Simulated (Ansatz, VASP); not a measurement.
# Cross-check of InSb between VASP and Ansatz

One calculation is typed for both programs; each brings its own data sets. How far apart do they land? The cell is taken from a series of runs on this material, whose earlier steps may have relaxed, scaled, displaced or heated it; both programs get it as it stands.

Program: Ansatz 0.2.0. Level of theory: plane waves, with VASP 6.6.1 beside it; zone-centre phonons at PBEsol. Results are calculated unless marked as measured.

## (1) Set-up

Symmetry: F-43m, No. 216, cubic system. Conventional cell: a = 6.519 Å, b = 6.519 Å, c = 6.519 Å, α = 90.00°, β = 90.00°, γ = 90.00°. In has 4 Sb at 2.82 Å nearest. Nearest to Sb lie 4 In at 2.82 Å. Farther neighbours are not listed.

## (2) VASP: zone-centre phonons, PBEsol

Second derivatives magnify differences that forces hide, and they need a tight electronic threshold.

Lines of VASP's logs that name or quote its potential files are left out, and so is its time.

File INCAR:

```
SYSTEM = InSb
PREC = Accurate
ENCUT = 500
EDIFF = 1E-08
NELM = 120
ISMEAR = 1
SIGMA = 0.2
LREAL = .FALSE.
ALGO = Normal
GGA = PS
NBANDS = 15
LORBIT = 11
LWAVE = .FALSE.
LCHARG = .FALSE.
ISIF = 2
IBRION = 8
LASPH = .TRUE.
GGA_COMPAT = .FALSE.
KPAR = 2
```

File POSCAR:

```
InSb
1.0
    0.0000000000      3.2593749519      3.2593749519
    3.2593749519      0.0000000000      3.2593749519
    3.2593749519      3.2593749519      0.0000000000
In Sb
1 1
Direct
    0.0000000000      0.0000000000      0.0000000000
    0.2500000000      0.2500000000      0.2500000000
```

File KPOINTS:

```
Automatic mesh
0
Gamma
14 14 14
0 0 0
```

PAW data sets: In_d and Sb (PBE family, release 64).

The run is started by

```bash
> mpirun -np 2 vasp_std
```

Numbers of over 12 decimals in the logs are rounded to 6 here.

The program printed:

```text
[banner, memory and clock lines left out]
running    2 mpi-ranks, on    1 nodes
 distrk:  each k-point on    1 cores,    2 groups
 distr:  one band on    1 cores,    1 groups

 POSCAR found type information on POSCAR InSb
 POSCAR found :  2 types and       2 ions
|                                                                             |
|               ----> ADVICE to this user running VASP <----                  |
|                                                                             |
|     You enforced a specific xc type in the INCAR file but a different       |
|     [... a line on the potential file left out ...]
|     I HOPE YOU KNOW WHAT YOU ARE DOING!                                     |
|                                                                             |

 LDA part: xc-table for (Slater+PW92), standard interpolation
 POSCAR, INCAR and KPOINTS ok, starting setup
 FFT: planning ... GRIDC
 FFT: planning ... GRID_SOFT
 FFT: planning ... GRID
 WAVECAR not read
 entering main loop
       N       E                     dE             d eps       ncg     rms          rms(c)
DAV:   1     0.110101633928E+03    0.11010E+03   -0.78790E+03  3120   0.115E+03
DAV:   2    -0.643096085983E+00   -0.11074E+03   -0.10775E+03  3428   0.284E+02
DAV:   3    -0.763909571875E+01   -0.69960E+01   -0.69649E+01  3974   0.754E+01
DAV:   4    -0.783070276832E+01   -0.19161E+00   -0.19156E+00  3776   0.145E+01
DAV:   5    -0.784183916241E+01   -0.11136E-01   -0.11136E-01  4832   0.289E+00    0.393E+00
DAV:   6    -0.772340981535E+01    0.11843E+00   -0.18142E-01  4565   0.721E+00    0.223E+00
DAV:   7    -0.770116458065E+01    0.22245E-01   -0.66986E-02  4210   0.280E+00    0.599E-01
DAV:   8    -0.770040086320E+01    0.76372E-03   -0.75712E-03  4191   0.105E+00    0.251E-01
DAV:   9    -0.770080236326E+01   -0.40150E-03   -0.79329E-04  3617   0.261E-01    0.759E-02
DAV:  10    -0.770078565975E+01    0.16704E-04   -0.41592E-05  4299   0.477E-02    0.341E-02
DAV:  11    -0.770080618187E+01   -0.20522E-04   -0.35415E-05  3554   0.513E-02    0.218E-02
DAV:  12    -0.770080678174E+01   -0.59987E-06   -0.12085E-06  3999   0.949E-03    0.583E-03
DAV:  13    -0.770080670595E+01    0.75782E-07   -0.56946E-07  3708   0.598E-03    0.344E-03
DAV:  14    -0.770080665182E+01    0.54136E-07   -0.41769E-08  4242   0.132E-03    0.911E-04
DAV:  15    -0.770080665401E+01   -0.21910E-08   -0.59166E-09  2841   0.514E-04
   1 F= -.77008067E+01 E0= -.77009630E+01  d E =0.469119E-03
 Linear response reoptimize wavefunctions to high precision
DAV:   1    -0.770080669379E+01   -0.39784E-07   -0.10335E-09  2974   0.339E-04
DAV:   2    -0.770080669379E+01    0.45475E-11   -0.17529E-10  2281   0.127E-04
 Linear response DOF=           2
 Linear response progress:
  Degree of freedom:   1/  2
       N       E                     dE             d eps       ncg     rms          rms(c)
RMM:   1    -0.235021686389E+00   -0.23502E+00   -0.12684E-01 17289   0.463E+00
RMM:   2    -0.237262152456E+00   -0.22405E-02   -0.10667E-02 21739   0.930E-01    0.683E-02
RMM:   3    -0.237198536318E+00    0.63616E-04   -0.12568E-03 23709   0.293E-01    0.342E-02
RMM:   4    -0.237025323618E+00    0.17321E-03   -0.85677E-05 24244   0.925E-02    0.178E-02
RMM:   5    -0.236976966024E+00    0.48358E-04   -0.34182E-05 25478   0.369E-02    0.607E-03
RMM:   6    -0.236974416079E+00    0.25499E-05    0.59722E-06 25423   0.116E-02    0.207E-03
RMM:   7    -0.236983949668E+00   -0.95336E-05    0.14108E-06 25285   0.371E-03    0.677E-04
RMM:   8    -0.236981701339E+00    0.22483E-05    0.24068E-06 25806   0.154E-03    0.383E-04
RMM:   9    -0.236981330091E+00    0.37125E-06    0.24705E-06 26629   0.641E-04    0.149E-04
RMM:  10    -0.236981332747E+00   -0.26561E-08    0.11539E-06 26144   0.287E-04    0.301E-05
RMM:  11    -0.236981498341E+00   -0.16559E-06    0.11309E-06 27639   0.141E-04    0.286E-05
RMM:  12    -0.236981561344E+00   -0.63004E-07    0.39813E-07 27861   0.743E-05    0.314E-05
RMM:  13    -0.236981577456E+00   -0.16112E-07    0.17330E-07 28411   0.435E-05    0.330E-05
 first order change of Fermi-energy  -0.24791E-04
 force on displaced ion       1 direction 1 :  -6.515   0.000   0.000
 Linear response progress:
  Degree of freedom:   2/  2
       N       E                     dE             d eps       ncg     rms          rms(c)
RMM:   1    -0.284008769740E-01   -0.28401E-01    0.29739E-02 23571   0.142E+00
RMM:   2    -0.266120269656E-01    0.17889E-02   -0.56313E-05 21125   0.515E-01    0.821E-02
RMM:   3    -0.269569221371E-01   -0.34490E-03   -0.90728E-04 23520   0.170E-01    0.381E-02
RMM:   4    -0.270346438073E-01   -0.77722E-04   -0.70559E-05 24146   0.621E-02    0.104E-02
RMM:   5    -0.270613467602E-01   -0.26703E-04   -0.89073E-06 24085   0.253E-02    0.486E-03
RMM:   6    -0.270562890434E-01    0.50577E-05   -0.99571E-07 23907   0.717E-03    0.137E-03
RMM:   7    -0.270540516926E-01    0.22374E-05   -0.25612E-07 24946   0.271E-03    0.531E-04
RMM:   8    -0.270541673270E-01   -0.11563E-06   -0.29471E-08 24594   0.961E-04    0.270E-04
RMM:   9    -0.270543298623E-01   -0.16254E-06    0.20601E-08 24917   0.421E-04    0.559E-05
RMM:  10    -0.270543547637E-01   -0.24901E-07    0.22827E-08 26697   0.164E-04    0.476E-05
RMM:  11    -0.270543572002E-01   -0.24366E-08   -0.16409E-08 27347   0.696E-05    0.387E-05
 first order change of Fermi-energy   0.21874E-03
 force on displaced ion       2 direction 1 :  -6.526   0.000   0.000
 Linear response finished
```

OUTCAR, selected parts (step 2):

```text
ion  position               nearest neighbor table
   1  0.000  0.000  0.000-   2 2.82   2 2.82   2 2.82   2 2.82
   2  0.250  0.250  0.250-   1 2.82   1 2.82   1 2.82   1 2.82

  LATTYP: Found a face centered cubic cell.
 ALAT       =     6.5187499038

 Subroutine GETGRP returns: Found 24 space group operations
 (whereof 24 operations were pure point group operations)

The static configuration has the point symmetry T_d .

 Found    104 irreducible k-points:

   k-points           NKPTS =    104   k-points in BZ     NKDIM =    104   number of bands    NBANDS=     15

   dimension x,y,z NGX =    36 NGY =   36 NGZ =   36
   dimension x,y,z NGXF=    72 NGYF=   72 NGZF=   72

   ENCUT  =  500.0 eV  36.75 Ry    6.06 a.u.   8.40  8.40  8.40*2*pi/ulx,y,z

   NELECT =      18.0000    total number of electrons

 k-points in reciprocal lattice and weights: Automatic mesh
   0.00000000  0.00000000  0.00000000       0.000
   0.07142857  0.00000000  0.00000000       0.003
   0.14285714  0.00000000  0.00000000       0.003
   0.21428571  0.00000000  0.00000000       0.003
   0.28571429  0.00000000  0.00000000       0.003
   0.35714286  0.00000000  0.00000000       0.003
   0.42857143  0.00000000  0.00000000       0.003
   0.50000000  0.00000000  0.00000000       0.001
   0.07142857  0.07142857  0.00000000       0.002
[...]
-0.28571429  0.42857143  0.21428571       0.009
  -0.28571429  0.50000000  0.21428571       0.004

 average (electrostatic) potential at core
       1 -96.2672       2 -87.2615

  Total        0.0096022      0.0096022      0.0096022      0.0000000      0.0000000      0.0000000
  in kB        0.2221512      0.2221512      0.2221512      0.0000000      0.0000000      0.0000000
  external PRESSURE =       0.2221512 kB  Pullay stress =       0.0000000 kB

  energy-cutoff  :      500.00
  volume of cell :       69.25
      direct lattice vectors                 reciprocal lattice vectors
     0.000000000  3.259374952  3.259374952    -0.153403646  0.153403646  0.153403646
     3.259374952  0.000000000  3.259374952     0.153403646 -0.153403646  0.153403646
     3.259374952  3.259374952  0.000000000     0.153403646  0.153403646 -0.153403646

 POSITION                                       TOTAL-FORCE (eV/Angst)
 -----------------------------------------------------------------------------------
      0.00000      0.00000      0.00000         0.000000      0.000000      0.000000
      1.62969      1.62969      1.62969        -0.000000     -0.000000     -0.000000
 -----------------------------------------------------------------------------------
    total drift:                                0.000000      0.000000      0.000000

 Eigenvectors and eigenvalues of the dynamical matrix
 ----------------------------------------------------

   1 f  =    5.193036 THz    32.628805 2PiTHz  173.221023 cm-1    21.476660 meV
             X         Y         Z           dx          dy          dz
      0.000000  0.000000  0.000000    -0.717109   -0.000000   -0.000000
      1.629687  1.629687  1.629687     0.696961   -0.000000   -0.000000

   2 f  =    5.193036 THz    32.628805 2PiTHz  173.221023 cm-1    21.476660 meV
             X         Y         Z           dx          dy          dz
      0.000000  0.000000  0.000000     0.000000    0.717109    0.000000
      1.629687  1.629687  1.629687    -0.000000   -0.696961   -0.000000

   3 f  =    5.193036 THz    32.628805 2PiTHz  173.221023 cm-1    21.476660 meV
             X         Y         Z           dx          dy          dz
      0.000000  0.000000  0.000000     0.000000    0.000000    0.717109
      1.629687  1.629687  1.629687     0.000000    0.000000   -0.696961

   4 f/i=    0.002084 THz     0.013093 2PiTHz    0.069510 cm-1     0.008618 meV
             X         Y         Z           dx          dy          dz
      0.000000  0.000000  0.000000     0.383137    0.508170    0.284119
      1.629687  1.629687  1.629687     0.394213    0.522861    0.292333

   5 f/i=    0.002084 THz     0.013093 2PiTHz    0.069510 cm-1     0.008618 meV
             X         Y         Z           dx          dy          dz
      0.000000  0.000000  0.000000     0.577257   -0.375816   -0.106259
      1.629687  1.629687  1.629687     0.593945   -0.386681   -0.109331

   6 f/i=    0.002084 THz     0.013093 2PiTHz    0.069510 cm-1     0.008618 meV
             X         Y         Z           dx          dy          dz
      0.000000  0.000000  0.000000     0.075727    0.293734   -0.627487
      1.629687  1.629687  1.629687     0.077917    0.302226   -0.645627

 ELASTIC MODULI CONTR FROM IONIC RELAXATION (kBar)
 Direction    XX          YY          ZZ          XY          YZ          ZX
 --------------------------------------------------------------------------------
 XX           0.0000      0.0000      0.0000      0.0000      0.0000      0.0000
 YY           0.0000      0.0000      0.0000      0.0000      0.0000      0.0000
 ZZ           0.0000      0.0000      0.0000      0.0000      0.0000      0.0000
 XY           0.0000      0.0000      0.0000   -170.2044      0.0000      0.0000
 YZ           0.0000      0.0000      0.0000      0.0000   -170.2044      0.0000
 ZX           0.0000      0.0000      0.0000      0.0000      0.0000   -170.2044
 --------------------------------------------------------------------------------
```

## (3) Ansatz: zone-centre phonons, PBEsol

Ansatz runs on its default PAW (the set named soft_2) files.

The same cell, functional, mesh and smearing now go to Ansatz, which takes its cutoff from its data sets.

File input.yaml:

```yaml
crystal:
  lattice:
    - [0.0, 3.2593749519, 3.2593749519]
    - [3.2593749519, 0.0, 3.2593749519]
    - [3.2593749519, 3.2593749519, 0.0]
  atoms:
    - { symbol: In, position: [0.0, 0.0, 0.0] }
    - { symbol: Sb, position: [0.25, 0.25, 0.25] }
kpoints:
  mp_grid: { grid: [14, 14, 14] }
hamiltonian:
  xc: pbesol
scf:
  occupations: { method: methfessel_paxton, width: 0.2 }
output:
  eigenvalues: true
phonons:
  method: dfpt
```

The run is started by

```bash
> ansatz run input.yaml --threads 4 --pin off --max-ram 14336MiB --backend cpu --events-out ev --progress --plain --runs-dir out
```

The program printed:

```text
zone centre: on kpoints.mp_grid the ground state, and the responses unless they are solved on pairs of k-points, stand on 244 of the mesh's 2744 k-points, reduced under 8 symmetry operations, with k and −k counted as one. Each operation leaves every solved displacement unchanged or reverses it
Engine: ansatz 0.2.0, aarch64-unknown-linux-gnu
Pseudopotentials: kind: paw
Pseudopotential: In, paw, valence charge 13, recommended cutoff 420 eV (normal), In.paw.azcp
Pseudopotential: Sb, paw, valence charge 15, recommended cutoff 420 eV (normal), Sb.paw.azcp
Functional definition: PBEsol
  exchange = pbesol_x
  correlation = pbesol_c
Crystal: 2 atoms, lattice volume = 69.252 Å³
Basis set: ecut = 420 eV, 1363 PW (Γ), exchange–correlation on 64×64×64 points (8 copies of the dense FFT grid, shifted against one another)
Bands: 18, of which v1, the nominal top of the filled ones, is band 14 counted from 1 (13 counted from 0)
Symmetry: 24 space group operations
k-points: 244 of 2744 (irreducible under 8 space group operations, time reversal used)
Non-local potential: In, projectors of the file, l = 0: 2, l = 1: 2, l = 2: 2, l = 3: 2
Non-local potential: Sb, projectors of the file, l = 0: 2, l = 1: 2, l = 2: 2, l = 3: 2
PAW form: soft (Blöchl's): semilocal exchange-correlation on the pseudo side does not see the compensation charge
PAW frozen core: In, regenerated for the run's functional, and the local potential with it (the file was generated under x = pbe(κ = 0.804, μ = 0.219515), c = pbe(β = 0.066725))
PAW frozen core: Sb, regenerated for the run's functional, and the local potential with it (the file was generated under x = pbe(κ = 0.804, μ = 0.219515), c = pbe(β = 0.066725))
PAW one-centre angular grid: In, 590 points (default); XC on 64 Gauss nodes
PAW one-centre angular grid: Sb, 590 points (default); XC on 64 Gauss nodes
Initial density: superposition of atomic densities (neutral atoms: chi_scale 0, normalization atom), corrected by the library's trained network
Initial wavefunctions: pseudopotential atomic-orbital guess
Functional: x = pbesol(κ = 0.804, μ = 0.123457), c = pbesol(β = 0.046)
SCF iter   1: F=—  HF=-11933.655697 eV  |F-HF|=—  |Δ(HF+E_count)|=         —  Δρ=3.42e-3  dr2=1.30e-2  ethr=1.77e-3  ⟨swp⟩=5.4  Hψ=21825  notcnv=0
preconditioner: auto → none  [insulator: Δε(μ)=0.417 eV  Ē_g=13.868 eV  σ=0.200 eV  W_gap=0.71  n_scr=14 (ndim 8)  ℏωp=18.9 eV  f_vac=0.116  D(μ)=0.04/eV (n_scr^D=0)  ε∞_Penn≈2.9]
SCF iter   2: F=—  HF=-11933.649735 eV  |F-HF|=—  |Δ(HF+E_count)|=   5.96e-3  S|Δr|=    0.00e0  Δρ=1.30e-3  dr2=9.16e-4  ethr=4.65e-5  ⟨swp⟩=2.2  Hψ=7620  notcnv=0
SCF iter   3: F=—  HF=-11933.649911 eV  |F-HF|=—  |Δ(HF+E_count)|=   1.77e-4  S|Δr|=    0.00e0  Δρ=4.43e-4  dr2=1.35e-4  ethr=3.27e-6  ⟨swp⟩=2.0  Hψ=6589  notcnv=0
SCF iter   4: F=—  HF=-11933.649944 eV  |F-HF|=—  |Δ(HF+E_count)|=   3.34e-5  S|Δr|=    0.00e0  Δρ=1.79e-4  dr2=1.66e-5  ethr=4.81e-7  ⟨swp⟩=2.0  Hψ=6589  notcnv=0
SCF iter   5: F=—  HF=-11933.649966 eV  |F-HF|=—  |Δ(HF+E_count)|=   2.15e-5  S|Δr|=    0.00e0  Δρ=3.38e-5  dr2=5.41e-7  ethr=5.92e-8  ⟨swp⟩=3.0  Hψ=6622  notcnv=0
SCF iter   6: F=—  HF=-11933.649966 eV  |F-HF|=—  |Δ(HF+E_count)|=   3.83e-7  S|Δr|=    0.00e0  Δρ=8.86e-6  dr2=3.97e-8  ethr=1.93e-9  ⟨swp⟩=2.0  Hψ=7809  notcnv=0
SCF iter   7: F=—  HF=-11933.649966 eV  |F-HF|=—  |Δ(HF+E_count)|=   3.58e-8  S|Δr|=    0.00e0  Δρ=3.55e-6  dr2=5.93e-9  ethr=1.42e-10  ⟨swp⟩=2.0  Hψ=7813  notcnv=0
SCF iter   8: F=—  HF=-11933.649966 eV  |F-HF|=—  |Δ(HF+E_count)|=   2.88e-9  S|Δr|=    0.00e0  Δρ=9.70e-7  dr2=4.32e-10  ethr=2.12e-11  ⟨swp⟩=2.3  Hψ=7373  notcnv=0
SCF iter   9: F=-11933.649966 eV  HF=-11933.649966 eV  |F-HF|=3.64e-12  |Δ(HF+E_count)|=  2.27e-10  S|Δr|=    0.00e0  Δρ=1.23e-7  dr2=5.43e-12  ethr=1.00e-12  ⟨swp⟩=5.0  Hψ=22726  notcnv=0
SCF 1 converged in 9 iterations: F = -11933.649966 eV  dr2 = 5.43e-12
  greatest PAW one-centre occupation: 0.996 electrons in one spin orbital (limit 2), on the Sb atom at site 1 (counted from 0), in its partial waves of l = 2
DFPT response loops at Γ: preconditioner auto → Kerker (q_TF=auto, 2.346 Å⁻¹) (partly filled bands, converged f_vac=0.100); β = 1.00, the filter's whole step (`scf.mixing.beta` (0.50) is not read by the response loops under this deck's `scf.mixing.preconditioner`; to damp them name `kerker` or `kerker_dos`, under which they read `scf.mixing.beta`, and type it under 1.00, their step now; both keys bind the ground state too); Broyden in place of MSR1
SCF converged after 9 iterations
Stability not checked: this state was not tested for a lower state beside it, because cold or Methfessel-Paxton smearing, or corrected tetrahedra, fill the levels in a way that the test cannot read (fill_not_monotonic; see scf.lower_state_search)
Free energy (F): -11933.649966 eV
Harris-Foulkes:  -11933.649966 eV  (|F-HF|=3.64e-12)
Internal energy: -11933.650439 eV  (E = F + TS)
E sigma→0 (E₀):  -11933.650085 eV
Entropy (-TS):   0.000472 eV (0.236 meV/atom)
Fermi energy:    7.052000 eV
Step filling:    the computed levels leave a gap of 0.0000 eV = 0.0 smearing widths at the electron count; against every level under it full and every level over it empty, smearing changes F+E_penalty+E_count by +0.161 meV and its σ→0 estimate by +0.043 meV
--- Per-component energies (eV) ---
  E_band       = -269.211897
  E_kinetic    = 450.982868
  E_local      = -3226.308502  (includes V_loc(G=0)·N_el)
  E_nonlocal   = 732.988290
  E_hartree    = 1384.062773
  E_xc         = -350.597358
  E_vxc        = -196.080688  (∫ρ·V_xc dr)
  E_paw        = -8584.744565  (= ΣΔE_a)
  E_vpaw       = -798.919301  (= ΣTr[D̂ρ^β])
  E_aug_tail   = 0.000024  (compensation charges beyond the density's cutoff)
  E_ewald      = -2340.601728
  E_core_change = 0.567760  (= ΣΔE_core)
  E_smearing   = 0.000472  (= −TS)
  E_closure    = 0.000000  (closes the sum)
  Σ components = -11933.649966   (vs F -11933.649966, Δ=0.00e0)
--- Band table (eV; the first three rows and the last of 244) ---
  k-point 0: bands = [... 10 lower, -3.6320, 6.6314, 7.0045, 7.0045, 7.0045, 9.9519, 9.9519, 9.9519]
  k-point 1: bands = [... 10 lower, -3.5865, 5.8505, 6.9317, 6.9317, 7.5664, 10.0268, 10.0541, 10.0541]
  k-point 2: bands = [... 10 lower, -3.4523, 4.8470, 6.7506, 6.7506, 7.8737, 10.3031, 10.3031, 10.4193]
  k-point 243: bands = [... 10 lower, -1.6906, 1.2519, 4.2242, 4.3484, 10.2088, 10.4173, 11.7026, 12.1320]
--- Phonons (Γ-DFPT): 2 representative perturbations + reference, on 244 of 2744 k-points (Σ response iterations 6) ---
  k mesh reduced under 8 symmetry operations, with k and −k counted as one. Each operation leaves every solved displacement unchanged or reverses it
  ASR residual: 7.518e-5 → 0.000e0 eV/Å²; symmetrization residual: 3.495e-5 eV/Å²
  ASR residual per site (eV/Å²): 7.37e-5 7.52e-5
  Γ frequencies (cm⁻¹): 0.00 0.00 0.00 172.74 172.74 172.74
  non-analytic LO–TO correction: not included (Born effective charges unavailable; polar crystals: no LO–TO splitting at Γ)
```

## (4) Comparison

Known differences besides the potentials themselves: the data sets hold 28 valence electrons in Ansatz (on its default PAW (the set named soft_2) files) and 18 in VASP; the cutoff is 420 eV in Ansatz and 500 eV in VASP; Ansatz makes its cores anew for this functional, VASP keeps those of its PBE data sets. Total energies have different zeros and are not compared.

The two programs side by side:

```csv
quantity,Ansatz,VASP,difference
optical mode 1 to 3 (cm⁻¹),172.7,173.2,-0.28 %
```

Modes are paired by rising frequency, not by their patterns, so a pair may set unlike modes beside each other; they are those without the splitting of longitudinal modes.

## (5) Summary of results

* r.m.s. difference of the optical zone-centre modes, each program's sorted by frequency (zone-centre phonons, PBEsol): 0.48 cm⁻¹

**Reading.** The r.m.s. difference of the optical zone-centre modes, each program's sorted by frequency is 0.48 cm⁻¹ (zone-centre phonons, PBEsol). The data sets hold unlike numbers of valence electrons (28 in Ansatz and 18 in VASP), so part of the differences comes from the potentials. 1 further run of this series is not shown here. Such differences can come from data sets, numerical settings and the points named under the comparisons, not from the functional's error against experiment.

[Lines on the potential files, build, host, timing and source positions are cut from VASP's logs without a mark.]

[Logs are printed without paths, hosts, clocks, repeated set-up lines and the standing remarks that a program may print on its own settings, such as how far it seeks lower states.]

[Hosts, paths, dates, database ids (printed as entryN), source tags and the programs' standing remarks are cut or masked in the printed files.]
